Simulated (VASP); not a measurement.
# Y3Ge (I4/mmm) in VASP: settings compared, part 2 of 2

VASP 6.6.1. The steps go on from the part before.

**3. Relaxation of cell and atoms, BLYP**

File INCAR:

```
PREC     = Accurate       # precision mode
ENCUT    = 600            # plane-wave cutoff, eV
EDIFF    = 1E-7           # SCF threshold, eV
ISMEAR   = -1             # smearing method
SIGMA    = 0.05           # smearing width, eV
LREAL    = F              # projectors in reciprocal space
LASPH    = T              # aspherical terms in the spheres
NELM     = 80             # most SCF steps
ALGO     = Normal         # electronic algorithm
ISIF     = 3              # what is computed and relaxed
LWAVE    = F              # write WAVECAR
LCHARG   = F              # write CHGCAR
GGA      = B5             # functional
ALDAX    = 1.0          
AGGAX    = 1.0          
AGGAC    = 1.0          
ALDAC    = 0.0          
IBRION   = 2              # ionic algorithm
NSW      = 60             # ionic steps
EDIFFG   = -0.005         # ionic threshold
```

File KPOINTS:

```
Automatic mesh
0
Gamma
  6 6 6
```

File POSCAR:

```
Y3Ge
1.0
   -2.2653940000      2.2653940000      5.1970200000
    2.2653940000     -2.2653940000      5.1970200000
    2.2653940000      2.2653940000     -5.1970200000
Y Ge
3 1
Direct
    0.5000000000      0.5000000000      0.0000000000
    0.2500000000      0.7500000000      0.5000000000
    0.7500000000      0.2500000000      0.5000000000
    0.0000000000      0.0000000000      0.0000000000
```

Potentials or basis: VASP PAW PBE potentials, release 64 (Y_sv, Ge_d).

The run is started by

```console
cat potpaw_PBE.64/Y_sv/POTCAR potpaw_PBE.64/Ge_d/POTCAR > POTCAR
mpirun -np 1 vasp_std > vasp.out
```

OUTCAR:

```text
PREC = Accurate
   ENCUT = 600
   EDIFF = 1E-7
   ISMEAR = -1
   LREAL = F
   LASPH = T
   NELM = 80
   ISIF = 3
   GGA = B5
   IBRION = 2
   NSW = 60
   EDIFFG = -0.005

 ion  position               nearest neighbor table
   1  0.500  0.500  0.000-   4 3.20   4 3.20   4 3.20   4 3.20   2 3.45   2 3.45   3 3.45   3 3.45
                             3 3.45   2 3.45   3 3.45   2 3.45
   2  0.250  0.750  0.500-   3 3.20   3 3.20   3 3.20   3 3.20   4 3.45   4 3.45   1 3.45   1 3.45
                             4 3.45   1 3.45   4 3.45   1 3.45
   3  0.750  0.250  0.500-   2 3.20   2 3.20   2 3.20   2 3.20   1 3.45   1 3.45   4 3.45   4 3.45
                             4 3.45   1 3.45   4 3.45   1 3.45
   4  0.000  0.000  0.000-   1 3.20   1 3.20   1 3.20   1 3.20   3 3.45   3 3.45   2 3.45   2 3.45
                             3 3.45   2 3.45   3 3.45   2 3.45

  LATTYP: Found a body centered tetragonal cell.
 ALAT       =     4.5307880000
 C/A-ratio  =     2.2940910058

  Lattice vectors:
[... 341 lines left out ...]
  ext. energy  EPLUGINS =         0.00000000
  ---------------------------------------------------
  free energy    TOTEN  =       -21.30279113 eV

  energy without entropy =      -21.26571210  energy(sigma->0) =      -21.28425161

 E-fermi :   4.3887     XC(G=0):  -9.3861

 val. band max:        4.3807460905   @ k =  -0.3333  -0.3333   0.1667
 cond. band min:       4.4053353637   @ k =   0.5000   0.5000   0.3333
 fundamental gap:      0.0245892731
 Fermi energy:         4.3887259442

 k-point     1 :       0.0000    0.0000    0.0000
  band No.  band energies     occupation
      1     -38.4084      2.00000
      2     -38.3218      2.00000
      3     -38.2018      2.00000
      4     -19.4934      2.00000
      5     -19.4857      2.00000
      6     -19.4857      2.00000
[... 733 lines left out ...]
     27       5.2592      0.00000
     28       6.2983      0.00000

 [... further k-points ...]
[... 5 lines left out ...]
  --------------------------------------------------------------------------------------
  -------------------------------------------------------------------------------------
  Total       -0.0023722     -0.0023722     -0.0112866      0.0000000      0.0000000      0.0000000
  in kB       -0.0342007     -0.0342007     -0.1627208      0.0000000      0.0000000      0.0000000
  external PRESSURE =      -0.0770407 kB  Pullay stress =       0.0000000 kB
[... 19 lines left out ...]
  FREE ENERGIE OF THE ION-ELECTRON SYSTEM (eV)
  ---------------------------------------------------
  free  energy   TOTEN  =       -21.3027911258 eV

  energy  without entropy=      -21.2657121030  energy(sigma->0) =      -21.28425161

 reached required accuracy - stopping structural energy minimisation
```

CONTCAR:

```text
Y3Ge
   1.00000000000000
    -2.2856700965633410    2.2856700965633410    5.3179469722384676
     2.2856700965633410   -2.2856700965633410    5.3179469722384676
     2.2856700965633410    2.2856700965633410   -5.3179469722384676
  Y               Ge
     3     1
Direct
     0.5000000000000000    0.5000000000000000    0.0000000000000000
     0.2500000000000000    0.7500000000000000    0.5000000000000000
     0.7500000000000000    0.2500000000000000    0.5000000000000000
     0.0000000000000000    0.0000000000000000    0.0000000000000000

  0.00000000E+00  0.00000000E+00  0.00000000E+00
  0.00000000E+00  0.00000000E+00  0.00000000E+00
  0.00000000E+00  0.00000000E+00  0.00000000E+00
  0.00000000E+00  0.00000000E+00  0.00000000E+00
```

Wall time 16 min (1 thread of AMD EPYC 9R45 (Zen 5), shared host); peak memory 0.44 GiB.

Results:

```
Free energy                            : -21.3028 eV
Relaxed volume                         : 27.78 Å³/atom
Relaxed cell                           : a = 6.223 Å, b = 6.223 Å, c = 6.223 Å, α = 136.90°, β = 136.90°, γ = 62.59°
Space group after relaxing (to 0.05 Å) : I4/mmm (No. 139)
Energy gained by relaxing              : 7.1 meV/atom
Ionic steps                            : 5
Pressure after relaxing                : 0.0 GPa
Band gap on the k mesh                 : none (metal or under the smearing width)
```

Step by step:
```tsv
step	energy change (eV)	largest force (eV/Å)	pressure (GPa)	volume (Å³)
1	0.0000	0.0000	1.98	106.68
2	-0.0261	0.0000	-0.37	111.86
3	-0.0269	0.0000	-0.03	111.07
4	-0.0280	0.0000	-0.03	111.10
5	-0.0284	0.0000	-0.01	111.13
```

Final structure:
```
Y Ge
1.0
    -2.28567    2.28567    5.31795
     2.28567   -2.28567    5.31795
     2.28567    2.28567   -5.31795
Y Ge
3 1
Direct
  0.50000 0.50000 0.00000
  0.25000 0.75000 0.50000
  0.75000 0.25000 0.50000
  0.00000 0.00000 0.00000
```

Caveat: the PAW data sets were made with another functional, which shifts forces and pressure a little.

**4. Relaxation of cell and atoms, BLYP+D3**

Edit INCAR of step 3 so:

```diff
@@ -17,2 +17,7 @@
 ALDAC    = 0.0          
+IVDW     = 11             # dispersion correction
+VDW_S6   = 1.0          
+VDW_S8   = 1.682        
+VDW_SR   = 1.094        
+VDW_SR8  = 1.0          
 IBRION   = 2              # ionic algorithm
```

KPOINTS is that of step 3.

POSCAR is that of step 3.

The run is started by

```console
cat potpaw_PBE.64/Y_sv/POTCAR potpaw_PBE.64/Ge_d/POTCAR > POTCAR
mpirun -np 1 vasp_std > vasp.out
```

Run time: 29 min. Hardware: 1 thread of AMD EPYC 9R45 (Zen 5), shared host; peak memory 0.45 GiB.

It converged, with:

* Free energy: -23.5341 eV
* Relaxed volume: 25.54 Å³/atom
* Relaxed cell: a = 5.961 Å, b = 5.961 Å, c = 5.961 Å, α = 135.63°, β = 135.63°, γ = 64.56°
* Space group after relaxing (to 0.05 Å): I4/mmm (No. 139)
* Energy gained by relaxing: 6.0 meV/atom
* Ionic steps: 9
* Pressure after relaxing: 0.0 GPa
* Band gap on the k mesh: none (metal or under the smearing width)
* Dispersion energy per atom: -0.589 eV

The path:
| step | energy change (eV) | largest force (eV/Å) | pressure (GPa) | volume (Å³) |
| --- | --- | --- | --- | --- |
| 1 | 0.0000 | 0.0000 | -1.63 | 106.68 |
| 2 | -0.0207 | 0.0000 | 0.10 | 102.54 |
| 3 | -0.0207 | 0.0000 | 0.02 | 102.70 |
| 4 | -0.0223 | 0.0000 | 0.01 | 102.57 |
| 5 | -0.0239 | 0.0000 | -0.02 | 102.31 |
| 6 | -0.0240 | 0.0000 | -0.03 | 102.24 |
| 7 | -0.0240 | 0.0000 | -0.04 | 102.22 |
| 8 | -0.0240 | 0.0000 | 0.04 | 102.07 |
| 9 | -0.0240 | 0.0000 | -0.01 | 102.16 |

Final structure:
```yaml
crystal:
  lattice:
    - [-2.25115, 2.25115, 5.03994]
    - [2.25115, -2.25115, 5.03994]
    - [2.25115, 2.25115, -5.03994]
  atoms:
    - { symbol: Y, position: [0.50000, 0.50000, 0.00000] }
    - { symbol: Y, position: [0.25000, 0.75000, 0.50000] }
    - { symbol: Y, position: [0.75000, 0.25000, 0.50000] }
    - { symbol: Ge, position: [0.00000, 0.00000, 0.00000] }
```

Levels at points of the mesh, in eV from the Fermi level:
```tsv
k point	band 21	band 22	band 23	band 24	band 25	band 26	band 27	band 28
(0.00, 0.00, 0.00)	-1.28	-1.28	-0.60	0.16	0.26	0.83	1.23	1.23
(0.50, 0.00, 0.00)	-1.70	-0.86	-0.32	0.35	1.16	1.53	1.58	1.75
(0.50, 0.50, 0.00)	-1.53	-1.47	-1.22	0.17	0.90	0.96	1.23	2.20
(0.50, 0.50, 0.50)	-0.93	-0.67	-0.67	-0.31	-0.15	-0.15	0.43	1.99
```

Caveat: the PAW data sets were made with another functional, which shifts forces and pressure a little; pairwise dispersion overbinds metals, which lowers pressure and volume.

**5. Overview**

```csv
level,gap on the mesh (eV),pressure (GPa),relaxed volume (Å³/atom)
BLYP+D4,none,0.0,26.11
BLYP,none,0.0,27.78
BLYP+D3,none,0.0,25.54
```

Alike in all rows: task relaxation of cell and atoms; potentials or basis VASP PAW PBE potentials, release 64 (Y_sv, Ge_d); no spin polarisation; cell relaxed; k mesh 6 × 6 × 6; cutoff (eV) 600; smearing fermi-dirac 0.05 eV.

Caveats: the PAW data sets were made with another functional, which shifts forces and pressure a little; pairwise dispersion overbinds metals, which lowers pressure and volume (some runs).

Absolute energies hang on the potentials; compare differences alone.
